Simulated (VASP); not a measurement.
# Bi2Se3 (Paraguanajuatite): input slips in a band-gap run and what they do, part 2 of 2

Some runs for the gap of Bi2Se3 (Paraguanajuatite) get a fault in the input on purpose. Which of them show, and how? The starting structure is a measured crystal structure from the Crystallography Open Database. The atoms were first relaxed with LDA in that cell, in a run that isn't shown, and the relaxed structure is the one below.

VASP 6.6.1.

Results so far: reference 0.091 eV; one electron missing no gap to read.

**5. Bands with too few electronic steps**

Level of this step: LDA; plane waves and PAW (Bi_d, Se) (VASP).

A slip made on purpose: too few electronic steps. Against step 2 the input has NELM = 4.

Input file INCAR:

```
SYSTEM = Bi2Se3
PREC = Accurate
ENCUT = 350
EDIFF = 1E-06
NELM = 4
ISMEAR = 0
SIGMA = 0.03
LREAL = .FALSE.
ALGO = Normal
GGA = CA
NBANDS = 39
LORBIT = 11
LWAVE = .FALSE.
LCHARG = .FALSE.
KPAR = 8
LASPH = .TRUE.
```

Input file POSCAR:

```
Bi2Se3
1.0
   -4.1430000000      0.0000000000      0.0000000000
    2.0715000000     -3.5879432479      0.0000000000
    2.0715000000      1.1959810826      9.5453333333
Bi Se
2 3
Direct
    0.2001387803      0.6000693902      0.8002081705
    0.7998612197      0.3999306098      0.1997918295
    0.5753992533      0.7876996266      0.3630988799
    0.4246007467      0.2123003734      0.6369011201
    0.0000000000      0.0000000000      0.0000000000
```

Input file KPOINTS:

```
Automatic mesh
0
Gamma
6 6 6
0 0 0
```

Input file KPOINTS_OPT:

```
Line mode
8
Line-mode
Reciprocal
  0.00000000   0.00000000   0.00000000 GAMMA
  0.00000000  -0.50000000   0.00000000 L

  0.00000000  -0.50000000   0.00000000 L
 -0.35426507  -0.32286747   0.17713253 B1

 -0.32286747  -0.32286747  -0.17713253 B
  0.00000000   0.00000000  -0.50000000 Z

  0.00000000   0.00000000  -0.50000000 Z
  0.00000000   0.00000000   0.00000000 GAMMA

  0.00000000   0.00000000   0.00000000 GAMMA
 -0.33856627  -0.33856627   0.33856627 X

 -0.33856627  -0.32286747   0.00000000 Q
 -0.50000000   0.00000000   0.00000000 F

 -0.50000000   0.00000000   0.00000000 F
 -0.48430120   0.00000000  -0.17713253 P1

 -0.48430120   0.00000000  -0.17713253 P1
  0.00000000   0.00000000  -0.50000000 Z

  0.00000000  -0.50000000   0.00000000 L
  0.00000000  -0.48430120  -0.33856627 P
```

The projector-augmented-wave data sets are Bi_d and Se (LDA family, release 64).

Launch:

```console
$ mpirun -np 8 vasp_std
```

The log of the run:

```text
[... set-up lines as in an earlier step ...]
 entering main loop
       N       E                     dE             d eps       ncg     rms          rms(c)
[... 4 cycles as in an earlier step ...]
 -----------------------------------------------------------------------------
|                                                                             |
|           W    W    AA    RRRRR   N    N  II  N    N   GGGG   !!!           |
|           W    W   A  A   R    R  NN   N  II  NN   N  G    G  !!!           |
|           W    W  A    A  R    R  N N  N  II  N N  N  G       !!!           |
|           W WW W  AAAAAA  RRRRR   N  N N  II  N  N N  G  GGG   !            |
|           WW  WW  A    A  R   R   N   NN  II  N   NN  G    G                |
|           W    W  A    A  R    R  N    N  II  N    N   GGGG   !!!           |
|                                                                             |
|     The electronic self-consistency was not achieved in the given           |
|     number of steps (NELM). The forces and other quantities evaluated       |
|     might not be reliable so examine the results carefully. If you find     |
|     spurious results, we suggest increasing NELM, if you were close to      |
|     convergence or switching to a different ALGO or adjusting the           |
|     density mixing parameters otherwise.                                    |
|                                                                             |
 -----------------------------------------------------------------------------

   1 F= -.24136859E+02 E0= -.24136859E+02  d E =-.343829E-11
 Start KPOINTS_OPT (optional k-point list driver)
k-point batch [1-32\72]
       N       E                     dE             ncg
DAV:   1     0.121402822157E+04   -0.19602E+05     2496
DAV:   2    -0.109381454980E+05   -0.12152E+05     2613
DAV:   3    -0.123579355338E+05   -0.14198E+04     3052
DAV:   4    -0.124109788016E+05   -0.53043E+02     2948
[...]
k-point batch [65-72\72]
       N       E                     dE             ncg
DAV:   1     0.240982908676E+05   -0.93609E+04      624
DAV:   2     0.211146656888E+05   -0.29836E+04      664
DAV:   3     0.207813876609E+05   -0.33328E+03      751
DAV:   4     0.207698945360E+05   -0.11493E+02      752
```

Wall time 11 s (8 MPI ranks of AMD EPYC 7R43, shared host); peak memory 1.9 GiB.

From OUTCAR (step 5):

```text
  Total      -13.9230501    -13.9230501    -21.5248505      0.0000000      0.0000000      0.0000000
  in kB     -157.2147799   -157.2147799   -243.0519611      0.0000000      0.0000000      0.0000000
  external PRESSURE =    -185.8271736 kB  Pullay stress =       0.0000000 kB

 POSITION                                       TOTAL-FORCE (eV/Angst)
 -----------------------------------------------------------------------------------
      2.07150     -1.19598      7.63825        -0.000000      0.000000     -0.004094
     -2.07150     -1.19598      1.90708        -0.000000     -0.000000      0.004094
     -0.00000     -2.39196      3.46590        -0.000000      0.000000     -0.011215
      0.00000     -0.00000      6.07943         0.000000     -0.000000      0.011215
      0.00000      0.00000      0.00000        -0.000000      0.000000     -0.000000
 -----------------------------------------------------------------------------------
    total drift:                                0.000000      0.000000      0.000000

  FREE ENERGIE OF THE ION-ELECTRON SYSTEM (eV)
  ---------------------------------------------------
  free  energy   TOTEN  =       -24.1368586338 eV

  energy  without entropy=      -24.1368586338  energy(sigma->0) =      -24.13685863

[... 2 parts as in an earlier step ...]

[... 1 further part left out ...]
[key lines of the parts left out:]
E-fermi :   4.5812
```

The electronic loop didn't reach EDIFF within its 4 cycles (NELM).

**6. Bands with a wide metal-type smearing**

A slip made on purpose: a wide metal-type smearing. Against step 2 the input has ISMEAR = 1 and SIGMA = 1 (also changed: NELM).

INCAR: that of step 5 with these lines changed.

```diff
@@ -4,5 +4,5 @@
 EDIFF = 1E-06
-NELM = 4
-ISMEAR = 0
-SIGMA = 0.03
+NELM = 60
+ISMEAR = 1
+SIGMA = 1
 LREAL = .FALSE.
```

POSCAR is that of step 5.

KPOINTS is that of step 5.

KPOINTS_OPT is that of step 5.

Launch:

```console
$ mpirun -np 8 vasp_std
```

The log of the run:

```text
[... set-up lines as in an earlier step ...]
 entering main loop
       N       E                     dE             d eps       ncg     rms          rms(c)
DAV:   1     0.405468373025E+03    0.40547E+03   -0.17780E+04  2496   0.966E+02
DAV:   2     0.224735453689E+02   -0.38299E+03   -0.36122E+03  2612   0.299E+02
DAV:   3    -0.223423871816E+02   -0.44816E+02   -0.43430E+02  3082   0.117E+02
DAV:   4    -0.240173358104E+02   -0.16749E+01   -0.16684E+01  2955   0.252E+01
[...]
DAV:  11    -0.232485645453E+02   -0.22666E-05   -0.50297E-05  3106   0.420E-02    0.253E-02
DAV:  12    -0.232485684029E+02   -0.38577E-05   -0.21619E-05  2717   0.178E-02    0.753E-03
DAV:  13    -0.232485681183E+02    0.28460E-06   -0.14085E-06  2026   0.815E-03
   1 F= -.23248568E+02 E0= -.23389552E+02  d E =0.422952E+00
 Start KPOINTS_OPT (optional k-point list driver)
k-point batch [1-32\72]
       N       E                     dE             ncg
DAV:   1     0.120778211438E+04   -0.19609E+05     2496
DAV:   2    -0.109537251423E+05   -0.12162E+05     2604
DAV:   3    -0.123831099560E+05   -0.14294E+04     3067
DAV:   4    -0.124366929883E+05   -0.53583E+02     2948
DAV:   5    -0.124386163778E+05   -0.19234E+01     3549
DAV:   6    -0.124386541997E+05   -0.37822E-01     3315
DAV:   7    -0.124386549879E+05   -0.78828E-03     3566
DAV:   8    -0.124386549999E+05   -0.11929E-04     3115
DAV:   9    -0.124386550002E+05   -0.28745E-06     1909
[...]
k-point batch [65-72\72]
       N       E                     dE             ncg
DAV:   1     0.240961481228E+05   -0.93631E+04      624
DAV:   2     0.211087519470E+05   -0.29874E+04      664
DAV:   3     0.207745058784E+05   -0.33425E+03      751
DAV:   4     0.207629964386E+05   -0.11509E+02      744
DAV:   5     0.207625166064E+05   -0.47983E+00      906
DAV:   6     0.207625090399E+05   -0.75665E-02      832
DAV:   7     0.207625088435E+05   -0.19638E-03      921
DAV:   8     0.207625088406E+05   -0.29636E-05      728
DAV:   9     0.207625088404E+05   -0.13643E-06      473
```

The job ended after 25 s (8 MPI ranks; peak memory 2 GiB; 3.2 min of CPU time).

From OUTCAR (step 6):

```text
  Total       -1.9223245     -1.9223245     -1.8810452     -0.0000000      0.0000000      0.0000000
  in kB      -21.7062941    -21.7062941    -21.2401815     -0.0000000      0.0000000      0.0000000
  external PRESSURE =     -21.5509232 kB  Pullay stress =       0.0000000 kB

 POSITION                                       TOTAL-FORCE (eV/Angst)
 -----------------------------------------------------------------------------------
      2.07150     -1.19598      7.63825         0.000000      0.000000     -0.006729
     -2.07150     -1.19598      1.90708        -0.000000     -0.000000      0.006729
     -0.00000     -2.39196      3.46590         0.000000      0.000000     -0.035219
      0.00000     -0.00000      6.07943        -0.000000     -0.000000      0.035219
      0.00000      0.00000      0.00000        -0.000000     -0.000000      0.000000
 -----------------------------------------------------------------------------------
    total drift:                               -0.000000      0.000000     -0.000000

  FREE ENERGIE OF THE ION-ELECTRON SYSTEM (eV)
  ---------------------------------------------------
  free  energy   TOTEN  =       -23.2485681183 eV

  energy  without entropy=      -23.6715204576  energy(sigma->0) =      -23.38955223

[... 2 parts as in an earlier step ...]

[... 1 further part left out ...]
[key lines of the parts left out:]
E-fermi :   4.9440
```

With a wide metal-type smearing the gap is 0.096 eV, +0.005 eV from the reference.

**7. Comparison**

```
                       run          ended  gap (eV)  change (eV)  core minutes
                 reference      converged     0.091            -          3.47
      one electron missing      converged      none            -           3.2
            no empty bands      converged         -            -          1.09
  too few electronic steps  not converged         -            -          1.44
a wide metal-type smearing      converged     0.096        0.005          3.33
```

Core minutes are wall time times ranks of the run shown, on a shared host.

**8. Results**

```json
{"reference gap": "0.091 eV", "gap with one electron missing": "none to read from the occupations", "gap with a wide metal-type smearing": "0.096 eV", "run with no empty bands": "converged", "run with too few electronic steps": "not converged"}
```

In words: The run with too few electronic steps didn't converge. The run without empty bands converged, and still can't show a gap. Finished, but with signs in the output that stand out against the reference: one electron missing, with no gap to read, since by its occupations the run counts as a metal (its levels may still leave one) (signs: a warning on the charge density, a stress of up to 15.5 GPa and forces of up to 0.10 eV/Å); a wide metal-type smearing, with the gap changed by +0.01 eV (signs: a large entropy term in the energy and forces of up to 0.04 eV/Å). Further runs on this material are not shown.

[Lines on the potential files, build, host, timing and source positions are cut from VASP's logs without a mark.]

[Logs are printed without paths, hosts, clocks, repeated set-up lines and the standing remarks that a program may print on its own settings, such as how far it seeks lower states.]

[Hosts, paths, dates, database ids (printed as entryN), source tags and the programs' standing remarks are cut or masked in the printed files.]
